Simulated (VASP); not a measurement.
# NiSb (Breithauptite) with r2SCAN + rVV10: from relaxation to properties, part 2 of 11

What structure does NiSb (Breithauptite) take at this level, and what are its properties? The start is a cell from a database of measured crystal structures.

VASP 6.6.1, plane waves and PAW; the level of theory is named at each step.

Still holding for the runs below: The k-mesh is coarse for a metal.

So far: Starting point; Magnetic start: ferromagnetic.

The database entry behind the starting cell differs from later determinations by our own check (c about 0.3 % short), so it need not match the best structure at ambient conditions.

## Step 2: Magnetic start: ferromagnetic (continued)

Level of this step: r2SCAN with rVV10, spin-polarised from a ferromagnetic start; plane waves and PAW (Ni, Sb) (VASP).

The spin moment in the PAW sphere vanishes on all atoms.

The moments fall under 0.1 μB, and the mesh shows no gap.

## Step 3: Magnetic start: antiferromagnetic within the cell

This step: r2SCAN with rVV10, spin-polarised from an antiferromagnetic start; plane waves and PAW (Ni, Sb) (VASP 6.6.1).

Next, a pattern with opposite moments.

INCAR reads:

```
SYSTEM = NiSb
PREC = Accurate
ENCUT = 400
EDIFF = 1E-06
NELM = 100
ISMEAR = 0
SIGMA = 0.05
LREAL = .FALSE.
ALGO = Normal
METAGGA = R2SCAN
LUSE_VDW = .TRUE.
IVDW_NL = 2
BPARAM = 11.95
CPARAM = 0.0093
LASPH = .TRUE.
NBANDS = 23
ISPIN = 2
MAGMOM = 1 -1 0 0
LMAXMIX = 4
LORBIT = 11
LWAVE = .FALSE.
LCHARG = .FALSE.
KPAR = 8
ISIF = 2
```

POSCAR reads:

```
NiSb
1.0
    3.9280000000      0.0000000000      0.0000000000
   -1.9640000000      3.4017477861      0.0000000000
    0.0000000000      0.0000000000      5.1200000000
Ni Sb
2 2
Direct
    0.0000000000      0.0000000000      0.0000000000
    0.0000000000      0.0000000000      0.5000000000
    0.3333333333      0.6666666667      0.2500000000
    0.6666666667      0.3333333333      0.7500000000
```

KPOINTS reads:

```
Automatic mesh
0
Gamma
7 7 5
0 0 0
```

Potentials, in the order of the species: Ni and Sb (PBE family, release 64).

Launch:

```
$ mpirun -np 8 vasp_std
```

The log of the run:

```text
[banner, memory and clock lines left out]
running    8 mpi-ranks, on    1 nodes
 distrk:  each k-point on    1 cores,    8 groups
 distr:  one band on    1 cores,    1 groups

 POSCAR found type information on POSCAR NiSb
 POSCAR found :  2 types and       4 ions
 [... a notice as in an earlier step ...]

 [... a notice as in an earlier step ...]

 [... a notice as in an earlier step ...]

 LDA part: xc-table for (None), standard interpolation
 POSCAR, INCAR and KPOINTS ok, starting setup
 FFT: planning ... GRIDC
 FFT: planning ... GRID_SOFT
 FFT: planning ... GRID
 WAVECAR not read
 entering main loop
       N       E                     dE             d eps       ncg     rms          rms(c)
Total rVV10 correction in eV:      0.7741347    41.0182314
Total rVV10 correction in eV:      0.7741347    41.0182314
Total rVV10 correction in eV:      0.7741347    41.0182314
Total rVV10 correction in eV:      0.7741347    41.0182314
Total rVV10 correction in eV:      0.7741347    41.0182314
Total rVV10 correction in eV:      0.7741347    41.0182314
Total rVV10 correction in eV:      0.7741347    41.0182314
Total rVV10 correction in eV:      0.7741347    41.0182314
DAV:   1     0.100537899955E+03    0.10054E+03   -0.10698E+04  2208   0.114E+03
DAV:   2    -0.721413133367E+02   -0.17268E+03   -0.16388E+03  2341   0.266E+02
DAV:   3    -0.800886504416E+02   -0.79473E+01   -0.78163E+01  2692   0.719E+01
DAV:   4    -0.802403033534E+02   -0.15165E+00   -0.15152E+00  2552   0.963E+00
DAV:   5    -0.802458112568E+02   -0.55079E-02   -0.55077E-02  3000   0.183E+00    0.140E+01
Total rVV10 correction in eV:      0.7367174    41.0182327
Total rVV10 correction in eV:      0.7367174    41.0182327
Total rVV10 correction in eV:      0.7367174    41.0182327
Total rVV10 correction in eV:      0.7367174    41.0182327
Total rVV10 correction in eV:      0.7367174    41.0182327
Total rVV10 correction in eV:      0.7367174    41.0182327
Total rVV10 correction in eV:      0.7367174    41.0182327
Total rVV10 correction in eV:      0.7367174    41.0182327
DAV:   6    -0.798180886921E+02    0.42772E+00   -0.31842E+01  2418   0.101E+02    0.188E+01
Total rVV10 correction in eV:      0.7523804    41.0182329
Total rVV10 correction in eV:      0.7523804    41.0182329
Total rVV10 correction in eV:      0.7523804    41.0182329
Total rVV10 correction in eV:      0.7523804    41.0182329
Total rVV10 correction in eV:      0.7523804    41.0182329
Total rVV10 correction in eV:      0.7523804    41.0182329
Total rVV10 correction in eV:      0.7523804    41.0182329
Total rVV10 correction in eV:      0.7523804    41.0182329
DAV:   7    -0.755176871043E+02    0.43004E+01   -0.97367E+00  2586   0.641E+01    0.411E+00
Total rVV10 correction in eV:      0.7511581    41.0182327
Total rVV10 correction in eV:      0.7511581    41.0182327
Total rVV10 correction in eV:      0.7511581    41.0182327
Total rVV10 correction in eV:      0.7511581    41.0182327
Total rVV10 correction in eV:      0.7511581    41.0182327
Total rVV10 correction in eV:      0.7511581    41.0182327
Total rVV10 correction in eV:      0.7511581    41.0182327
Total rVV10 correction in eV:      0.7511581    41.0182327
DAV:   8    -0.756556090942E+02   -0.13792E+00   -0.13410E+00  3084   0.153E+01    0.301E+00
Total rVV10 correction in eV:      0.7475743    41.0182327
Total rVV10 correction in eV:      0.7475743    41.0182327
Total rVV10 correction in eV:      0.7475743    41.0182327
Total rVV10 correction in eV:      0.7475743    41.0182327
Total rVV10 correction in eV:      0.7475743    41.0182327
Total rVV10 correction in eV:      0.7475743    41.0182327
Total rVV10 correction in eV:      0.7475743    41.0182327
Total rVV10 correction in eV:      0.7475743    41.0182327
DAV:   9    -0.756131829957E+02    0.42426E-01   -0.19776E-01  2866   0.690E+00    0.942E-01
Total rVV10 correction in eV:      0.7477168    41.0182327
Total rVV10 correction in eV:      0.7477168    41.0182327
Total rVV10 correction in eV:      0.7477168    41.0182327
Total rVV10 correction in eV:      0.7477168    41.0182327
Total rVV10 correction in eV:      0.7477168    41.0182327
Total rVV10 correction in eV:      0.7477168    41.0182327
Total rVV10 correction in eV:      0.7477168    41.0182327
Total rVV10 correction in eV:      0.7477168    41.0182327
DAV:  10    -0.756137899488E+02   -0.60695E-03   -0.29108E-02  2647   0.243E+00    0.441E-01
Total rVV10 correction in eV:      0.7481343    41.0182327
Total rVV10 correction in eV:      0.7481343    41.0182327
Total rVV10 correction in eV:      0.7481343    41.0182327
Total rVV10 correction in eV:      0.7481343    41.0182327
Total rVV10 correction in eV:      0.7481343    41.0182327
Total rVV10 correction in eV:      0.7481343    41.0182327
Total rVV10 correction in eV:      0.7481343    41.0182327
Total rVV10 correction in eV:      0.7481343    41.0182327
DAV:  11    -0.756148284824E+02   -0.10385E-02   -0.29260E-03  3417   0.874E-01    0.240E-01
Total rVV10 correction in eV:      0.7485688    41.0182327
Total rVV10 correction in eV:      0.7485688    41.0182327
Total rVV10 correction in eV:      0.7485688    41.0182327
Total rVV10 correction in eV:      0.7485688    41.0182327
Total rVV10 correction in eV:      0.7485688    41.0182327
Total rVV10 correction in eV:      0.7485688    41.0182327
Total rVV10 correction in eV:      0.7485688    41.0182327
Total rVV10 correction in eV:      0.7485688    41.0182327
DAV:  12    -0.756149766577E+02   -0.14818E-03   -0.22496E-03  3198   0.849E-01    0.378E-02
Total rVV10 correction in eV:      0.7486201    41.0182327
Total rVV10 correction in eV:      0.7486201    41.0182327
Total rVV10 correction in eV:      0.7486201    41.0182327
Total rVV10 correction in eV:      0.7486201    41.0182327
Total rVV10 correction in eV:      0.7486201    41.0182327
Total rVV10 correction in eV:      0.7486201    41.0182327
Total rVV10 correction in eV:      0.7486201    41.0182327
Total rVV10 correction in eV:      0.7486201    41.0182327
DAV:  13    -0.756150292740E+02   -0.52616E-04   -0.28507E-04  2551   0.174E-01    0.305E-02
Total rVV10 correction in eV:      0.7486503    41.0182327
Total rVV10 correction in eV:      0.7486503    41.0182327
Total rVV10 correction in eV:      0.7486503    41.0182327
Total rVV10 correction in eV:      0.7486503    41.0182327
Total rVV10 correction in eV:      0.7486503    41.0182327
Total rVV10 correction in eV:      0.7486503    41.0182327
Total rVV10 correction in eV:      0.7486503    41.0182327
Total rVV10 correction in eV:      0.7486503    41.0182327
DAV:  14    -0.756150303097E+02   -0.10357E-05   -0.11421E-05  2607   0.286E-02    0.245E-02
Total rVV10 correction in eV:      0.7486609    41.0182327
Total rVV10 correction in eV:      0.7486609    41.0182327
Total rVV10 correction in eV:      0.7486609    41.0182327
Total rVV10 correction in eV:      0.7486609    41.0182327
Total rVV10 correction in eV:      0.7486609    41.0182327
Total rVV10 correction in eV:      0.7486609    41.0182327
Total rVV10 correction in eV:      0.7486609    41.0182327
Total rVV10 correction in eV:      0.7486609    41.0182327
DAV:  15    -0.756150268383E+02    0.34714E-05   -0.18454E-06  1734   0.234E-02    0.155E-02
Total rVV10 correction in eV:      0.7486709    41.0182327
Total rVV10 correction in eV:      0.7486709    41.0182327
Total rVV10 correction in eV:      0.7486709    41.0182327
Total rVV10 correction in eV:      0.7486709    41.0182327
Total rVV10 correction in eV:      0.7486709    41.0182327
Total rVV10 correction in eV:      0.7486709    41.0182327
Total rVV10 correction in eV:      0.7486709    41.0182327
Total rVV10 correction in eV:      0.7486709    41.0182327
DAV:  16    -0.756150232140E+02    0.36242E-05   -0.31640E-06  2124   0.298E-02    0.250E-03
Total rVV10 correction in eV:      0.7486729    41.0182327
Total rVV10 correction in eV:      0.7486729    41.0182327
Total rVV10 correction in eV:      0.7486729    41.0182327
Total rVV10 correction in eV:      0.7486729    41.0182327
Total rVV10 correction in eV:      0.7486729    41.0182327
Total rVV10 correction in eV:      0.7486729    41.0182327
Total rVV10 correction in eV:      0.7486729    41.0182327
Total rVV10 correction in eV:      0.7486729    41.0182327
DAV:  17    -0.756150230865E+02    0.12749E-06   -0.93119E-07  1223   0.812E-03
Total rVV10 correction in eV:      0.7486735    41.0182327
Total rVV10 correction in eV:      0.7486735    41.0182327
Total rVV10 correction in eV:      0.7486735    41.0182327
Total rVV10 correction in eV:      0.7486735    41.0182327
Total rVV10 correction in eV:      0.7486735    41.0182327
Total rVV10 correction in eV:      0.7486735    41.0182327
Total rVV10 correction in eV:      0.7486735    41.0182327
Total rVV10 correction in eV:      0.7486735    41.0182327
Total rVV10 correction in eV:      0.7486744    41.0182327
Total rVV10 correction in eV:      0.7486744    41.0182327
Total rVV10 correction in eV:      0.7486744    41.0182327
Total rVV10 correction in eV:      0.7486744    41.0182327
Total rVV10 correction in eV:      0.7486744    41.0182327
Total rVV10 correction in eV:      0.7486744    41.0182327
Total rVV10 correction in eV:      0.7486744    41.0182327
Total rVV10 correction in eV:      0.7486744    41.0182327
   1 F= -.75615023E+02 E0= -.75614346E+02  d E =-.135445E-02  mag=    -0.0000
```

It took 78 s on 8 MPI ranks of Intel Xeon Platinum 8488C (Sapphire Rapids), shared host; peak memory 2.8 GiB; 9.7 min of CPU time.

Parts of OUTCAR (step 3):

```text
 Found     24 irreducible k-points:

   k-points           NKPTS =     24   k-points in BZ     NKDIM =     24   number of bands    NBANDS=     23

   NELECT =      30.0000    total number of electrons

 E-fermi :   9.9482

 spin component 1
 k-point     1 :       0.0000    0.0000    0.0000
  band No.  band energies     occupation
    ...
      9       7.7302      1.00000
     10       7.7303      1.00000
     11       8.5526      1.00000
     12       8.5526      1.00000
     13       9.8834      0.96654
     14      10.5237      0.00000
     15      10.5237      0.00000
     16      12.5217      0.00000
     17      12.5218      0.00000
     18      13.4912      0.00000
    ...

 k-point     2 :       0.1429   -0.0000    0.0000
  band No.  band energies     occupation
    ...
     11       8.5329      1.00000
     12       8.5529      1.00000
     13       9.0438      1.00000
     14       9.7261      1.00000
     15       9.7961      0.99999
     16      11.7103      0.00000
     17      13.2307      0.00000
     18      13.7453      0.00000
     19      15.0026      0.00000
     20      15.9261      0.00000
    ...

 k-point     3 :       0.2857   -0.0000    0.0000
  band No.  band energies     occupation
    ...
     11       7.9859      1.00000
     12       8.4979      1.00000
     13       8.5537      1.00000
     14       8.6154      1.00000
     15       9.4204      1.00000
     16      10.6672      0.00000
     17      12.2233      0.00000
     18      13.8968      0.00000
     19      14.2093      0.00000
     20      16.2031      0.00000
    ...

 k-point     4 :       0.4286    0.0000    0.0000
  band No.  band energies     occupation
    ...
     12       7.9970      1.00000
     13       8.4718      1.00000
     14       8.5253      1.00000
     15       8.5550      1.00000
     16       9.8297      0.99960
     17      11.2332      0.00000
     18      13.6802      0.00000
     19      14.1091      0.00000
     20      15.5882      0.00000
     21      15.8927      0.00000
    ...

  Total       -0.5163184     -0.5163184     -0.3892596     -0.0000000      0.0000000      0.0000000
  in kB      -12.0916250    -12.0916250     -9.1160428     -0.0000000      0.0000000      0.0000000
  external PRESSURE =     -11.0997642 kB  Pullay stress =       0.0000000 kB

 POSITION                                       TOTAL-FORCE (eV/Angst)
 -----------------------------------------------------------------------------------
      0.00000      0.00000      0.00000         0.000000     -0.000000      0.000000
      0.00000      0.00000      2.56000        -0.000000     -0.000000      0.000000
     -0.00000      2.26783      1.28000         0.000000      0.000000      0.000000
      1.96400      1.13392      3.84000        -0.000000     -0.000000      0.000000
 -----------------------------------------------------------------------------------
    total drift:                               -0.000000      0.000000      0.000000

  FREE ENERGIE OF THE ION-ELECTRON SYSTEM (eV)
  ---------------------------------------------------
  free  energy   TOTEN  =       -75.6150230865 eV

  energy  without entropy=      -75.6136686359  energy(sigma->0) =      -75.61434586

 magnetization (x)
# of ion       s       p       d       tot
------------------------------------------
    1       -0.000  -0.000   0.000   0.000
    2        0.000   0.000  -0.000  -0.000
    3        0.000   0.000   0.000   0.000
    4        0.000   0.000   0.000   0.000
--------------------------------------------------
tot          0.000   0.000   0.000   0.000

[... 9 parts as in an earlier step ...]

[... 4 further parts left out ...]
```

Numbers from this step:

```
bands    : 23
pressure : -1.110 GPa
```

The energy lies +0.0 meV an atom from the first pattern, and both runs end without moments, so a difference comes from cell, mesh or thresholds alone. The moments fall under 0.1 μB, and the mesh shows no gap.

(Part 2 of 11 ends here.)

[Lines on the potential files, build, host, timing and source positions are cut from VASP's logs without a mark.]

[Logs are printed without paths, hosts, clocks, repeated set-up lines and the standing remarks that a program may print on its own settings, such as how far it seeks lower states.]

[Hosts, paths, dates, database ids (printed as entryN), source tags and the programs' standing remarks are cut or masked in the printed files.]

[A measured line is paired with the nearest computed mode of its activity, which favours agreement.]

[In band tables of VASP the shares of atoms and orbitals are scaled to a sum of 1 inside the atoms' spheres.]
